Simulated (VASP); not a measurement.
# NaB (Fm-3m) in VASP: further runs

The runs below take NaB through single point, with PBE.

Everything below comes from runs of VASP 6.6.1. Logs are shortened: lines on timing, memory, paths and dates and some standing lists are left out, and cuts for length are marked.

## 1. The structure

The structure is cubic, space group Fm-3m (No. 225). The conventional cell has a = 5.368 Å, b = 5.368 Å, c = 5.368 Å, α = 90.00°, β = 90.00°, γ = 90.00°. Around Na (site symmetry m-3m) lie 6 B at 2.68 Å. B (site symmetry m-3m) is surrounded by 6 Na at 2.68 Å.

The cell comes from a database or a generator and needn't be the stable form of this composition.

## 2. Single point, PBE

The input, INCAR:

```
SYSTEM = NaB
PREC     = Accurate       ! precision mode
ENCUT    = 520            ! plane-wave cutoff, eV
EDIFF    = 1E-6           ! SCF threshold, eV
ISMEAR   = 0              ! smearing method
SIGMA    = 0.15           ! smearing width, eV
LREAL    = .False.        ! projectors in reciprocal space
LASPH    = .True.         ! aspherical terms in the spheres
NELM     = 100            ! most SCF steps
ALGO     = Fast           ! electronic algorithm
ISIF     = 2              ! what is computed and relaxed
LWAVE    = .False.        ! write WAVECAR
LCHARG   = .False.        ! write CHGCAR
GGA      = PE             ! functional
NBANDS   = 12             ! bands
```

The input, KPOINTS:

```
regular mesh
0
Gamma
  16 16 16
  0 0 0
```

The input, POSCAR:

```
NaB
1.0
    0.0000000000      2.6838690000      2.6838690000
    2.6838690000      0.0000000000      2.6838690000
    2.6838690000      2.6838690000      0.0000000000
Na B
1 1
Direct
    0.0000000000      0.0000000000      0.0000000000
    0.5000000000      0.5000000000      0.5000000000
```

Potentials or basis: VASP PAW PBE potentials, release 64 (Na_pv, B).

Launch:

```sh
cat potpaw_PBE.64/Na_pv/POTCAR potpaw_PBE.64/B/POTCAR > POTCAR
mpirun -np 1 vasp_std > vasp.out
```

OUTCAR:

```text
SYSTEM = NaB
   PREC = Accurate
   ENCUT = 520
   EDIFF = 1E-6
   ISMEAR = 0
   LREAL = .False.
   LASPH = .True.
   NELM = 100
   ISIF = 2
   GGA = PE

 ion  position               nearest neighbor table
   1  0.000  0.000  0.000-
   2  0.500  0.500  0.500-

  LATTYP: Found a face centered cubic cell.
 ALAT       =     5.3677380000

  Lattice vectors:

 A1 = (   0.0000000000,   2.6838690000,   2.6838690000)
 A2 = (   2.6838690000,   0.0000000000,   2.6838690000)
 A3 = (   2.6838690000,   2.6838690000,   0.0000000000)

Analysis of symmetry for initial positions (statically):
=====================================================================
 Subroutine PRICEL returns:
 Original cell was already a primitive cell.

 Routine SETGRP: Setting up the symmetry group for a
 face centered cubic supercell.

 Subroutine GETGRP returns: Found 48 space group operations
 (whereof 48 operations were pure point group operations)
 out of a pool of 48 trial point group operations.

The static configuration has the point symmetry O_h .

Analysis of symmetry for dynamics (positions and initial velocities):
=====================================================================
 Subroutine PRICEL returns:
 Original cell was already a primitive cell.

 Routine SETGRP: Setting up the symmetry group for a
 face centered cubic supercell.

 Subroutine GETGRP returns: Found 48 space group operations
 (whereof 48 operations were pure point group operations)
 out of a pool of 48 trial point group operations.

The dynamic configuration has the point symmetry O_h .

 Subroutine INISYM returns: Found 48 space group operations
 (whereof 48 operations are pure point group operations),
 and found     1 'primitive' translations

----------------------------------------------------------------------------------------

                                     Primitive cell

  volume of cell :      38.6646

  direct lattice vectors                    reciprocal lattice vectors
     0.000000000  2.683869000  2.683869000    -0.186298214  0.186298214  0.186298214
     2.683869000  0.000000000  2.683869000     0.186298214 -0.186298214  0.186298214
     2.683869000  2.683869000  0.000000000     0.186298214  0.186298214 -0.186298214

  length of vectors
     3.795563939  3.795563939  3.795563939     0.322677971  0.322677971  0.322677971

  position of ions in fractional coordinates (direct lattice)
     0.000000000  0.000000000  0.000000000
     0.500000000  0.500000000  0.500000000

  ion indices of the primitive-cell ions
   primitive index   ion index
                 1           1
                 2           2

----------------------------------------------------------------------------------------

 KPOINTS: regular mesh

Automatic generation of k-mesh.
 Grid dimensions read from file:
 generate k-points for:   16   16   16

 Generating k-lattice:

  Cartesian coordinates                     Fractional coordinates (reciprocal lattice)
    -0.011643638  0.011643638  0.011643638     0.062500000  0.000000000  0.000000000
     0.011643638 -0.011643638  0.011643638     0.000000000  0.062500000  0.000000000
     0.011643638  0.011643638 -0.011643638     0.000000000  0.000000000  0.062500000

  Length of vectors
     0.020167373  0.020167373  0.020167373

  Shift w.r.t. Gamma in fractional coordinates (k-lattice)
     0.000000000  0.000000000  0.000000000

 Subroutine IBZKPT returns following result:
 ===========================================

 Found    145 irreducible k-points:

 Following reciprocal coordinates:
            Coordinates               Weight
  0.000000  0.000000  0.000000      1.000000
  0.062500  0.000000  0.000000      8.000000
  0.125000  0.000000  0.000000      8.000000
  0.187500  0.000000  0.000000      8.000000
  0.250000  0.000000  0.000000      8.000000
  0.312500  0.000000  0.000000      8.000000
[... 16 lines left out ...]
 -0.125000  0.062500  0.000000     24.000000
 -0.062500  0.062500  0.000000     12.000000
 [... further k-points ...]
   k-points           NKPTS =    145   k-points in BZ     NKDIM =    145   number of bands    NBANDS=     12
   number of dos      NEDOS =    301   number of ions     NIONS =      2
   total plane-waves  NPLWV =  21952
   dimension x,y,z NGX =    28 NGY =   28 NGZ =   28
   dimension x,y,z NGXF=    56 NGYF=   56 NGZF=   56
   ions per type =               1   1
   NGX,Y,Z   is equivalent  to a cutoff of  12.26, 12.26, 12.26 a.u.
   NGXF,Y,Z  is equivalent  to a cutoff of  24.53, 24.53, 24.53 a.u.
 SYSTEM =  NaB
   PREC   = accura    normal or accurate (medium, high low for compatibility)
   ISTART =      0    job   : 0-new  1-cont  2-samecut
   ICHARG =      2    charge: 1-file 2-atom 10-const
   ISPIN  =      1    spin polarized calculation?
   LNONCOLLINEAR =      F non collinear calculations
   LSORBIT =      F    spin-orbit coupling
   LASPH  =      T    aspherical Exc in radial PAW
   ENCUT  =  520.0 eV  38.22 Ry    6.18 a.u.   7.06  7.06  7.06*2*pi/ulx,y,z
   NELM   =    100;   NELMIN=  2; NELMDL= -5     # of ELM steps
   EDIFF  = 0.1E-05   stopping-criterion for ELM
   LREAL  =      F    real-space projection
   EDIFFG = 0.1E-04   stopping-criterion for IOM
   NSW    =      0    number of steps for IOM
   IBRION =     -1    ionic relax: 0-MD 1-quasi-New 2-CG
   NFREE  =      0    steps in history (QN), initial steepest desc. (CG)
   ISIF   =      2    stress and relaxation
   ISYM   =      2    0-nonsym 1-usesym 2-fastsym
   POTIM  = 0.5000    time-step for ionic-motion
   TEBEG  =    0.0;   TEEND  =   0.0 temperature during run
   PSTRESS=    0.0 pullay stress
   NELECT =      10.0000    total number of electrons
   NUPDOWN=      -1.0000    fix difference up-down
   EMIN   =  10.00;   EMAX   =-10.00  energy-range for DOS
   EFERMI =   0.00;   METHOD = LEGACY
   ISMEAR =     0;   SIGMA  =   0.15  broadening in eV -4-tet -1-fermi 0-gaus
   EFERMI_NEDOS =   21; number of points for ismear=-14 and -15
   IALGO  =     68    algorithm
   IMIX   =      4    mixing-type and parameters
     AMIX     =   0.40;   BMIX     =  1.00
     AMIX_MAG =   1.60;   BMIX_MAG =  1.00
  volume/ion in A,a.u.               =      19.33       130.46
  Fermi-wavevector in a.u.,A,eV,Ry     =   1.043046  1.971071 14.802394  1.087945
  Thomas-Fermi vector in A             =   2.177738
   LORBIT       =      0    0 simple, 1 ext, 2 COOP (PROOUT), +10 PAW based schemes
   GGA     = PE    functional components
   LHFCALC =     F    Hartree Fock is set to
   AEXX    =    0.0000 exact exchange contribution
   IVDW    =     0    specifies the selected vdW correction
   LEPSILON=     F    determine dielectric tensor
   LRPA    =     F    only Hartree local field effects (RPA)
 non-spin polarized calculation
 RMM-DIIS sequential band-by-band and
 Gauss-broadening in eV      SIGMA  =   0.15
  energy-cutoff  :      520.00
  volume of cell :       38.66
 maximum number of plane-waves:      1056
   NGX = 15   NGY = 15   NGZ = 15

 number of electron      10.0000000 magnetization

 number of electron       9.9999996 magnetization

 Free energy of the ion-electron system (eV)
  ---------------------------------------------------
  ext. energy  EPLUGINS =         0.00000000
  ---------------------------------------------------
  free energy    TOTEN  =        -4.31350236 eV

  energy without entropy =       -4.30074147  energy(sigma->0) =       -4.30712192

 E-fermi :   0.7676     XC(G=0):  -8.3198

 val. band max:        0.7494733392   @ k =   0.3125   0.1250   0.0000
 cond. band min:       0.7701396499   @ k =   0.3750   0.2500   0.1250
 fundamental gap:      0.0206663106
 Fermi energy:         0.7676483284

 k-point     1 :       0.0000    0.0000    0.0000
  band No.  band energies     occupation
      1     -22.2802      2.00000
      2     -22.2802      2.00000
      3     -22.2802      2.00000
      4      -6.4058      2.00000
      5       3.1308      0.00000
      6       3.1308      0.00000
      7       3.1308      0.00000
      8       8.1784      0.00000
      9      10.9946      0.00000
     10      10.9946      0.00000
     11      10.9946      0.00000
     12      13.2378      0.00000

 k-point     2 :       0.0625    0.0000    0.0000
  band No.  band energies     occupation
      1     -22.2818      2.00000
      2     -22.2804      2.00000
      3     -22.2804      2.00000
      4      -6.3585      2.00000
      5       2.9454      0.00000
      6       3.1037      0.00000
      7       3.1037      0.00000
      8       8.2939      0.00000
      9      10.6603      0.00000
     10      11.0719      0.00000
     11      11.0719      0.00000
     12      13.7670      0.00000

 k-point     3 :       0.1250    0.0000    0.0000
  band No.  band energies     occupation
      1     -22.2863      2.00000
      2     -22.2809      2.00000
      3     -22.2809      2.00000
      4      -6.2183      2.00000
      5       2.4494      0.00000
      6       3.0285      0.00000
      7       3.0285      0.00000
      8       8.5337      0.00000
      9      10.1790      0.00000
     10      11.2718      0.00000
     11      11.2718      0.00000
     12      13.9828      0.00000

 k-point     4 :       0.1875    0.0000    0.0000
  band No.  band energies     occupation
      1     -22.2931      2.00000
      2     -22.2816      2.00000
      3     -22.2815      2.00000
      4      -5.9909      2.00000
      5       1.7631      0.00000
      6       2.9212      0.00000
      7       2.9212      0.00000
      8       8.5965      0.00000
      9      10.0871      0.00000
     10      11.4823      0.00000
     11      11.4823      0.00000
     12      13.7585      0.00000

 k-point     5 :       0.2500    0.0000    0.0000
  band No.  band energies     occupation
      1     -22.3010      2.00000
      2     -22.2824      2.00000
      3     -22.2824      2.00000
      4      -5.6874      2.00000
      5       0.9939      0.03288
      6       2.8020      0.00000
      7       2.8020      0.00000
      8       8.3859      0.00000
      9      10.4572      0.00000
     10      11.5385      0.00000
     11      11.5385      0.00000
     12      13.9360      0.00000
[... 228 lines left out ...]
      1     -22.3037      2.00000
      2     -22.2844      2.00000
      3     -22.2821      2.00000
      4      -5.5360      2.00000
      5       0.7424      1.18804
      6       2.5549      0.00000
      7       2.8090      0.00000
      8       8.4330      0.00000
      9      10.4415      0.00000
     10      11.4667      0.00000
     11      11.5751      0.00000
     12      13.5168      0.00000

 k-point    22 :      -0.1875    0.0625    0.0000
  band No.  band energies     occupation
      1     -22.2959      2.00000
      2     -22.2834      2.00000
      3     -22.2813      2.00000
      4      -5.8585      2.00000
      5       1.4974      0.00000
      6       2.6865      0.00000
      7       2.9290      0.00000
      8       8.6773      0.00000
      9       9.9760      0.00000
     10      11.5788      0.00000
     11      11.5804      0.00000
     12      13.2070      0.00000

 k-point    23 :      -0.1250    0.0625    0.0000
  band No.  band energies     occupation
      1     -22.2890      2.00000
      2     -22.2824      2.00000
      3     -22.2807      2.00000
      4      -6.1112      2.00000
      5       2.1873      0.00000
      6       2.8324      0.00000
      7       3.0302      0.00000
      8       8.7019      0.00000
      9       9.8909      0.00000
     10      11.3720      0.00000
     11      11.4999      0.00000
     12      13.3889      0.00000

 k-point    24 :      -0.0625    0.0625    0.0000
  band No.  band energies     occupation
      1     -22.2840      2.00000
      2     -22.2813      2.00000
      3     -22.2804      2.00000
      4      -6.2803      2.00000
      5       2.7040      0.00000
      6       2.9819      0.00000
      7       3.0931      0.00000
      8       8.4633      0.00000
      9      10.2685      0.00000
     10      11.1563      0.00000
     11      11.2765      0.00000
     12      13.8547      0.00000

 [... further k-points ...]

------------------------ aborting loop because EDIFF is reached ----------------------------------------

  FORCE on cell =-STRESS in cart. coord.  units (eV):
  Direction    XX          YY          ZZ          XY          YZ          ZX
  --------------------------------------------------------------------------------------
  -------------------------------------------------------------------------------------
  Total        0.0624009      0.0624009      0.0624009     -0.0000000      0.0000000      0.0000000
  in kB        2.5857576      2.5857576      2.5857576     -0.0000000      0.0000000      0.0000000
  external PRESSURE =       2.5857576 kB  Pullay stress =       0.0000000 kB

 VOLUME and BASIS-vectors are now :
 -----------------------------------------------------------------------------
  energy-cutoff  :      520.00
  volume of cell :       38.66
      direct lattice vectors                 reciprocal lattice vectors
     0.000000000  2.683869000  2.683869000    -0.186298214  0.186298214  0.186298214
     2.683869000  0.000000000  2.683869000     0.186298214 -0.186298214  0.186298214
     2.683869000  2.683869000  0.000000000     0.186298214  0.186298214 -0.186298214

 POSITION                                       TOTAL-FORCE (eV/Angst)
 -----------------------------------------------------------------------------------
      0.00000      0.00000      0.00000         0.000000     -0.000000      0.000000
      2.68387      2.68387      2.68387        -0.000000      0.000000      0.000000
 -----------------------------------------------------------------------------------
    total drift:                               -0.000000      0.000000      0.000000

  FREE ENERGIE OF THE ION-ELECTRON SYSTEM (eV)
  ---------------------------------------------------
  free  energy   TOTEN  =        -4.3135023639 eV

  energy  without entropy=       -4.3007414717  energy(sigma->0) =       -4.30712192
```

Wall time 21 s (1 thread of Intel Xeon 6975P-C (Granite Rapids), shared host); peak memory 0.18 GiB.

What came out:

```yaml
Free_energy: -4.3135 eV
Pressure: 0.3 GPa
Band_gap_on_the_k_mesh: none (metal or under the smearing width)
```

## 3. Single point, PBE

The input, INCAR:

```
PREC = Accurate ; ENCUT = 520
EDIFF = 1E-6 ; ISMEAR = 0
SIGMA = 0.15 ; LREAL = False
LASPH = True ; NELM = 100
ALGO = Normal ; ISIF = 2
LWAVE = False ; LCHARG = False
GGA = PE ; NBANDS = 12
```

The input, KPOINTS:

```
Automatic mesh
0
Gamma
  18 18 18
```

POSCAR is that of step 2.

Potentials or basis: VASP PAW PBE potentials, release 64 (Na_pv, B).

Launch:

```sh
cat potpaw_PBE.64/Na_pv/POTCAR potpaw_PBE.64/B/POTCAR > POTCAR
mpirun -np 1 vasp_std > vasp.out
```

OUTCAR:

```text
PREC = Accurate
   ENCUT = 520
   EDIFF = 1E-6
   ISMEAR = 0
   LREAL = False
   LASPH = True
   NELM = 100
   ISIF = 2
   GGA = PE

 ion  position               nearest neighbor table
   1  0.000  0.000  0.000-
   2  0.500  0.500  0.500-

  LATTYP: Found a face centered cubic cell.
 ALAT       =     5.3677380000

  Lattice vectors:

 A1 = (   0.0000000000,   2.6838690000,   2.6838690000)
 A2 = (   2.6838690000,   0.0000000000,   2.6838690000)
 A3 = (   2.6838690000,   2.6838690000,   0.0000000000)

Analysis of symmetry for initial positions (statically):
=====================================================================
 Subroutine PRICEL returns:
 Original cell was already a primitive cell.

 Routine SETGRP: Setting up the symmetry group for a
 face centered cubic supercell.

 Subroutine GETGRP returns: Found 48 space group operations
 (whereof 48 operations were pure point group operations)
 out of a pool of 48 trial point group operations.

The static configuration has the point symmetry O_h .

Analysis of symmetry for dynamics (positions and initial velocities):
[... 175 lines left out ...]
      5       3.1303      0.00000
      6       3.1303      0.00000
      7       3.1303      0.00000
      8       8.1780      0.00000
      9      10.9945      0.00000
     10      10.9945      0.00000
     11      10.9945      0.00000
     12      13.2377      0.00000
[... 331 lines left out ...]
 k-point    24 :      -0.2222    0.0556    0.0000
  band No.  band energies     occupation
      1     -22.2988      2.00000
      2     -22.2825      2.00000
      3     -22.2806      2.00000
      4      -5.7070      2.00000
      5       1.1087      0.00108
      6       2.6491      0.00000
      7       2.8652      0.00000
      8       8.5292      0.00000
      9      10.2306      0.00000
     10      11.5487      0.00000
     11      11.5876      0.00000
     12      13.3649      0.00000

 [... further k-points ...]

------------------------ aborting loop because EDIFF is reached ----------------------------------------

  FORCE on cell =-STRESS in cart. coord.  units (eV):
  Direction    XX          YY          ZZ          XY          YZ          ZX
  --------------------------------------------------------------------------------------
  -------------------------------------------------------------------------------------
  Total        0.0494421      0.0494421      0.0494421      0.0000000      0.0000000      0.0000000
  in kB        2.0487713      2.0487713      2.0487713      0.0000000      0.0000000      0.0000000
  external PRESSURE =       2.0487713 kB  Pullay stress =       0.0000000 kB

 VOLUME and BASIS-vectors are now :
 -----------------------------------------------------------------------------
  energy-cutoff  :      520.00
  volume of cell :       38.66
      direct lattice vectors                 reciprocal lattice vectors
     0.000000000  2.683869000  2.683869000    -0.186298214  0.186298214  0.186298214
     2.683869000  0.000000000  2.683869000     0.186298214 -0.186298214  0.186298214
     2.683869000  2.683869000  0.000000000     0.186298214  0.186298214 -0.186298214

 POSITION                                       TOTAL-FORCE (eV/Angst)
 -----------------------------------------------------------------------------------
      0.00000      0.00000      0.00000        -0.000000      0.000000      0.000000
      2.68387      2.68387      2.68387         0.000000     -0.000000     -0.000000
 -----------------------------------------------------------------------------------
    total drift:                               -0.000000      0.000000      0.000000

  FREE ENERGIE OF THE ION-ELECTRON SYSTEM (eV)
  ---------------------------------------------------
  free  energy   TOTEN  =        -4.3139349356 eV

  energy  without entropy=       -4.3020694554  energy(sigma->0) =       -4.30800220
```

OSZICAR:

```text
N       E                     dE             d eps       ncg     rms          rms(c)
DAV:   1     0.467210165178E+02    0.46721E+02   -0.52760E+03  4700   0.811E+02
DAV:   2    -0.231247459485E+01   -0.49033E+02   -0.47780E+02  5020   0.207E+02
DAV:   3    -0.431305121660E+01   -0.20006E+01   -0.19800E+01  5880   0.398E+01
DAV:   4    -0.433398453573E+01   -0.20933E-01   -0.20918E-01  5004   0.408E+00
DAV:   5    -0.433420475040E+01   -0.22021E-03   -0.22021E-03  5720   0.443E-01    0.562E-01
DAV:   6    -0.431865301237E+01    0.15552E-01   -0.93277E-03  5864   0.732E-01    0.324E-01
DAV:   7    -0.431400198660E+01    0.46510E-02   -0.98804E-03  6096   0.700E-01    0.115E-01
DAV:   8    -0.431393807395E+01    0.63913E-04   -0.51735E-04  4900   0.257E-01    0.141E-02
DAV:   9    -0.431393458076E+01    0.34932E-05   -0.15583E-05  5932   0.569E-02    0.550E-03
DAV:  10    -0.431393493564E+01   -0.35487E-06   -0.81636E-07  2824   0.130E-02
   1 F= -.43139349E+01 E0= -.43080022E+01  d E =-.118655E-01
```

Wall time 21 s (1 thread of Intel Xeon 6975P-C (Granite Rapids), shared host); peak memory 0.21 GiB.

Results:

```yaml
Free_energy: -4.3139 eV
Pressure: 0.2 GPa
Band_gap_on_the_k_mesh: none (metal or under the smearing width)
```
